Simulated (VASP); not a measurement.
The input files of a VASP run:

**INCAR**
```
SYSTEM = BAs
PREC = Accurate; ENCUT = 400; LREAL = .False.
LASPH = .True.
EDIFF = 1E-6; NELM = 100; ALGO = Normal
LMAXMIX = 4
ISMEAR = -1; SIGMA = 0.05
ISIF = 2
LWAVE = .False.; LCHARG = .False.
```

File POSCAR:
```
BAs
1
    0.0000000000     2.3900000000     2.3900000000
    2.3900000000     0.0000000000     2.3900000000
    2.3900000000     2.3900000000     0.0000000000
B As
1 1
Direct
  0.0000000000   0.0000000000   0.0000000000
  0.2500000000   0.2500000000   0.2500000000
```

### KPOINTS
```
Automatic
0
gamma
 6 6 6
```

POTCAR, in this order: B As (LDA.64 set). Program: vasp_std.

Problem. Write an equivalent input for Ansatz.

Solution. One equivalent input (not run):
Ansatz 0.2 input:
```yaml
crystal:
  lattice:
    - [0.0000000, 2.3900000, 2.3900000]
    - [2.3900000, 0.0000000, 2.3900000]
    - [2.3900000, 2.3900000, 0.0000000]
  atoms:
    - { symbol: B, position: [0.0000000, 0.0000000, 0.0000000] }
    - { symbol: As, position: [0.2500000, 0.2500000, 0.2500000] }
kpoints:
  mp_grid: { grid: [6, 6, 6] }
hamiltonian:
  xc: lda
  pseudopotentials: { kind: paw }
scf:
  occupations: { method: fermi_dirac, width: 0.05 }
  max_iter: 100
output: { forces: true, stress: true, eigenvalues: true }
```
The two are equivalent in intent, not identical: each code has its own PAW files, so the cut-off isn't converted (ENCUT is set for VASP's; basis.ecutwfc is left out, and Ansatz then takes the one that its files recommend); Ansatz stops its SCF on the density residual and VASP on the energy change (EDIFF); Ansatz's lda is the Perdew-Wang form, while the LDA potentials of VASP carry Perdew-Zunger's.

The structure is a typed BAs crystal (F-43m). The cell was not relaxed at this level.
